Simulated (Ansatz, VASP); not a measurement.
# Cross-check of Zr4C3 (ZrC(111), strained) between VASP and Ansatz, part 2 of 2

One calculation is typed for both programs; each brings its own data sets and cutoff. How far apart do they land? The structure shown is the end of the VASP relaxation below.

VASP 6.6.1 and Ansatz 0.2.0.

So far: The starting structure; VASP: relaxation, PBEsol.

## (3) Ansatz: single point, PBEsol

Level of this step: Ansatz beside VASP: Kohn-Sham DFT, plane waves, PBEsol (Ansatz).

Ansatz runs on its default PAW (the set named soft_2) files.

The same cell, functional, mesh and smearing now go to Ansatz, which takes its cutoff from its data sets.

The input, input.yaml:

```yaml
crystal:
  lattice:
    - [3.26683333, 0.0, 0.0]
    - [-1.63341666, 2.82916065, 0.0]
    - [0.0, 0.0, 26.25321561]
  atoms:
    - { symbol: Zr, position: [0.66666667, 0.33333333, 0.35063955] }
    - { symbol: Zr, position: [0.33333333, 0.66666667, 0.45027446] }
    - { symbol: Zr, position: [0.0, 0.0, 0.54972554] }
    - { symbol: Zr, position: [0.66666667, 0.33333333, 0.64936045] }
    - { symbol: C, position: [0.0, 0.0, 0.39363624] }
    - { symbol: C, position: [0.66666667, 0.33333333, 0.5] }
    - { symbol: C, position: [0.33333333, 0.66666667, 0.60636376] }
hamiltonian:
  xc: pbesol
  pseudopotentials: { kind: paw }
kpoints:
  mp_grid: { grid: [12, 12, 1] }
scf:
  occupations: { method: fermi_dirac, width: 0.1 }
  n_extra_bands: 5
efield:
  axis: 3
  dipole_correction: true
  ramp_width: 0.04
output:
  forces: true
  eigenvalues: true
```

The run is started by

```bash
> ansatz run input.yaml --threads 4 --pin off --max-ram 9216MiB --backend cpu --events-out ev --progress --plain --runs-dir out
```

Numbers of over 12 decimals in the logs are rounded to 6 here.

Log:

```text
scf.n_extra_bands = 5 over 30 filled bands (N_el = 60.0): the run solves 35 bands
Engine: ansatz 0.2.0, aarch64-unknown-linux-gnu
Pseudopotentials: kind: paw
Pseudopotential: Zr, paw, valence charge 12, recommended cutoff 420 eV (normal), Zr.paw.azcp
Pseudopotential: C, paw, valence charge 4, recommended cutoff 420 eV (normal), C.paw.azcp
Functional definition: PBEsol
  exchange = pbesol_x
  correlation = pbesol_c
Crystal: 7 atoms, lattice volume = 242.643 Å³
Basis set: ecut = 420 eV, 4803 PW (Γ), exchange–correlation on 48×48×360 points (8 copies of the dense FFT grid, shifted against one another)
Bands: 35, of which v1, the nominal top of the filled ones, is band 30 counted from 1 (29 counted from 0)
Symmetry: 6 space group operations
k-points: 19 of 144 (time reversal used)
Non-local potential: Zr, projectors of the file, l = 0: 3, l = 1: 2, l = 2: 2, l = 3: 2
Non-local potential: C, projectors of the file, l = 0: 2, l = 1: 2, l = 2: 1
PAW form: soft (Blöchl's): semilocal exchange-correlation on the pseudo side does not see the compensation charge
PAW frozen core: Zr, regenerated for the run's functional, and the local potential with it (the file was generated under x = pbe(κ = 0.804, μ = 0.219515), c = pbe(β = 0.066725))
PAW frozen core: C, regenerated for the run's functional, and the local potential with it (the file was generated under x = pbe(κ = 0.804, μ = 0.219515), c = pbe(β = 0.066725))
PAW one-centre angular grid: Zr, 590 points (default); XC on 64 Gauss nodes
PAW one-centre angular grid: C, 110 points (default); XC on 64 Gauss nodes
Initial density: superposition of atomic densities (neutral atoms: chi_scale 0, normalization atom), corrected by the library's trained network
Initial wavefunctions: pseudopotential atomic-orbital guess
Functional: x = pbesol(κ = 0.804, μ = 0.123457), c = pbesol(β = 0.046)
SCF iter   1: F=—  HF=-17258.563603 eV  |F-HF|=—  |Δ(HF+E_count)|=         —  Δρ=6.00e-3  dr2=1.14e-1  ethr=1.77e-3  p=0.000 e·Å  D=2.23e-14 V/Å  ΔV_dip=-0.00 eV  dr2_dipole=4.13e-6  V_vac-E_F(+/−)=4.44/4.44 eV  ⟨swp⟩=7.4  Hψ=3208  notcnv=0
efield: sawtooth ramp at fractional position 0.9800 (placed from the atoms, in the widest stretch of the axis that holds none; the zero of the levels goes with the place), width 0.0400; the density the first Hamiltonian is built on has a dipole p = 0.000 e·Å; the dipole correction subtracts the counter field D = 2.23e-14 V/Å, which shifts the + side's vacuum level by -0.00 eV against the − side's; the planar-averaged density in the ramp window peaks in size at 5.5e-6 e/Å³
preconditioner: auto → LDOS  [metal: Δε(μ)=0.161 eV  Ē_g=5.577 eV  σ=0.100 eV  W_gap=0.37  n_scr=18 (ndim 8)  ℏωp=12.6 eV  f_vac=0.531  D(μ)=4.83/eV (n_scr^D=14)  β→1.0]
SCF iter   2: F=—  HF=-17258.558135 eV  |F-HF|=—  |Δ(HF+E_count)|=   5.47e-3  Δρ=4.70e-3  dr2=6.64e-2  ethr=1.90e-4  p=0.000 e·Å  D=2.20e-5 V/Å  ΔV_dip=-0.00 eV  dr2_dipole=7.17e-6  V_vac-E_F(+/−)=4.41/4.42 eV  ⟨swp⟩=2.1  Hψ=1191  notcnv=0
SCF iter   3: F=—  HF=-17258.545043 eV  |F-HF|=—  |Δ(HF+E_count)|=   1.31e-2  Δρ=1.15e-3  dr2=4.29e-3  ethr=1.11e-4  p=0.000 e·Å  D=1.22e-5 V/Å  ΔV_dip=-0.00 eV  dr2_dipole=6.36e-7  V_vac-E_F(+/−)=4.44/4.44 eV  ⟨swp⟩=2.0  Hψ=966  notcnv=0
SCF iter   4: F=—  HF=-17258.544903 eV  |F-HF|=—  |Δ(HF+E_count)|=   1.40e-4  Δρ=3.31e-4  dr2=3.13e-4  ethr=7.15e-6  p=0.000 e·Å  D=2.09e-7 V/Å  ΔV_dip=-0.00 eV  dr2_dipole=1.14e-11  V_vac-E_F(+/−)=4.46/4.46 eV  ⟨swp⟩=2.1  Hψ=929  notcnv=0
SCF iter   5: F=—  HF=-17258.545027 eV  |F-HF|=—  |Δ(HF+E_count)|=   1.24e-4  Δρ=1.12e-4  dr2=4.17e-5  ethr=5.21e-7  p=-0.000 e·Å  D=-2.05e-6 V/Å  ΔV_dip=0.00 eV  dr2_dipole=1.40e-9  V_vac-E_F(+/−)=4.47/4.47 eV  ⟨swp⟩=2.1  Hψ=1152  notcnv=0
SCF iter   6: F=—  HF=-17258.544890 eV  |F-HF|=—  |Δ(HF+E_count)|=   1.37e-4  Δρ=3.78e-5  dr2=3.98e-6  ethr=6.95e-8  p=-0.000 e·Å  D=-1.17e-6 V/Å  ΔV_dip=0.00 eV  dr2_dipole=1.81e-9  V_vac-E_F(+/−)=4.47/4.47 eV  ⟨swp⟩=2.1  Hψ=1142  notcnv=0
SCF iter   7: F=—  HF=-17258.544892 eV  |F-HF|=—  |Δ(HF+E_count)|=   1.75e-6  Δρ=1.35e-5  dr2=7.74e-7  ethr=6.64e-9  p=-0.000 e·Å  D=-4.08e-7 V/Å  ΔV_dip=0.00 eV  dr2_dipole=6.45e-11  V_vac-E_F(+/−)=4.48/4.48 eV  ⟨swp⟩=2.6  Hψ=1106  notcnv=0
SCF iter   8: F=—  HF=-17258.544892 eV  |F-HF|=—  |Δ(HF+E_count)|=   1.14e-7  Δρ=4.51e-6  dr2=1.29e-7  ethr=1.29e-9  p=-0.000 e·Å  D=-1.32e-7 V/Å  ΔV_dip=0.00 eV  dr2_dipole=2.45e-15  V_vac-E_F(+/−)=4.48/4.48 eV  ⟨swp⟩=2.5  Hψ=1193  notcnv=0
SCF iter   9: F=-17258.544892 eV  HF=-17258.544892 eV  |F-HF|=2.31e-8  |Δ(HF+E_count)|=   4.79e-8  Δρ=1.41e-6  dr2=1.36e-8  ethr=1.67e-10  p=-0.000 e·Å  D=-4.24e-8 V/Å  ΔV_dip=0.00 eV  dr2_dipole=6.01e-13  V_vac-E_F(+/−)=4.48/4.48 eV  ⟨swp⟩=6.5  Hψ=2732  notcnv=0
SCF 1 converged in 9 iterations: F = -17258.544892 eV  dr2 = 1.36e-8
  greatest PAW one-centre occupation: 0.997 electrons in one spin orbital (limit 2), on the Zr atom at site 3 (counted from 0), in its partial waves of l = 0
SCF converged after 9 iterations
Free energy (F): -17258.544892 eV
Harris-Foulkes:  -17258.544892 eV  (|F-HF|=2.31e-8)
Internal energy: -17258.383652 eV  (E = F + TS)
E sigma→0 (E₀):  -17258.464272 eV
Entropy (-TS):   -0.161240 eV (-23.034 meV/atom)
Fermi energy:    3.684974 eV
Dipole field:    D = -0.000001 V/Å  (p = -0.000001 e·Å, saw-weighted, corrected)
Work function:   Φ+ = 4.4772 eV   Φ− = 4.4772 eV
Levels:          The Fermi level and band energies are counted from a zero that moves with the ramp; work functions are not
--- Per-component energies (eV) ---
  E_band       = -918.174258
  E_kinetic    = 1607.871699
  E_local      = -62620.962049  (includes V_loc(G=0)·N_el)
  E_nonlocal   = 402.914446
  E_hartree    = 30491.136549
  E_xc         = -790.654474
  E_vxc        = -946.904206  (∫ρ·V_xc dr)
  E_paw        = -11883.979397  (= ΣΔE_a)
  E_vpaw       = -343.387303  (= ΣTr[D̂ρ^β])
  E_aug_tail   = 0.000110  (compensation charges beyond the density's cutoff)
  E_efield     = 0.000000  (sawtooth field / dipole correction)
  E_vefield    = 0.000000  (∫n·V_field dr)
  E_ewald      = 25534.563282
  E_core_change = 0.726183  (= ΣΔE_core)
  E_smearing   = -0.161240  (= −TS)
  E_closure    = -0.000000  (closes the sum)
  Σ components = -17258.544892   (vs F -17258.544892, Δ=0.00e0)
--- Forces (eV/Å), atoms counted from 1 ---
  atom   1  Zr     0.00000000    -0.00000000     0.02643704
  atom   2  Zr     0.00000000    -0.00000000     0.00905067
  atom   3  Zr    -0.00000000     0.00000000    -0.00905054
  atom   4  Zr     0.00000000     0.00000000    -0.02643665
  atom   5  C     -0.00000000     0.00000000    -0.00154061
  atom   6  C      0.00000000    -0.00000000    -0.00000019
  atom   7  C      0.00000000    -0.00000000     0.00154146
  max |Σ_I F_I| component: 1.18e-6 eV/Å
--- Band table (eV; the first three rows and the last of 19) ---
  k-point 0: bands = [... 26 lower, 2.2452, 2.2452, 3.0767, 3.1828, 4.3019, 4.5091, 4.5091, 5.4311, ... 1 higher]
  k-point 1: bands = [... 26 lower, 1.8695, 2.2130, 3.1433, 3.2494, 4.1698, 4.4181, 4.6416, 5.1383, ... 1 higher]
  k-point 2: bands = [... 26 lower, 1.4676, 2.1316, 3.1241, 3.3160, 3.5329, 4.6263, 4.7319, 5.0343, ... 1 higher]
  k-point 18: bands = [... 26 lower, 0.9728, 1.2297, 3.5766, 3.5766, 4.1387, 4.1387, 5.6959, 6.1370, ... 1 higher]
```

Run time: 4 s. Hardware: 4 threads of Arm Neoverse V1, shared host; peak memory 0.58 GiB.

The column dr2 measures how far the density is from self-consistency, as an energy; F and HF (Harris–Foulkes) agree once it is small.

## (4) Side by side

Known differences besides the potentials themselves: the cutoff is 420 eV in Ansatz and 400 eV in VASP (PREC = Normal); Ansatz makes its cores anew for this functional, VASP keeps those of its PBE data sets. Total energies have different zeros and are not compared.

At this near-relaxed geometry the largest component of a force difference is 35 meV/Å.

## (5) Summary of results

```yaml
r_m_s_force_difference_single_point_pbesol: 11 meV/Å
```

**Reading.** The r.m.s. force difference is 11 meV/Å (single point, PBEsol), within the 12 meV/Å picked in this series as the mark of a large difference. How closely two codes agree says nothing of how well the functional describes the real material.

[Lines on the potential files, build, host, timing and source positions are cut from VASP's logs without a mark.]

[Logs are printed without paths, hosts, clocks, repeated set-up lines and the standing remarks that a program may print on its own settings, such as how far it seeks lower states.]

[Hosts, paths, dates, database ids (printed as entryN), source tags and the programs' standing remarks are cut or masked in the printed files.]
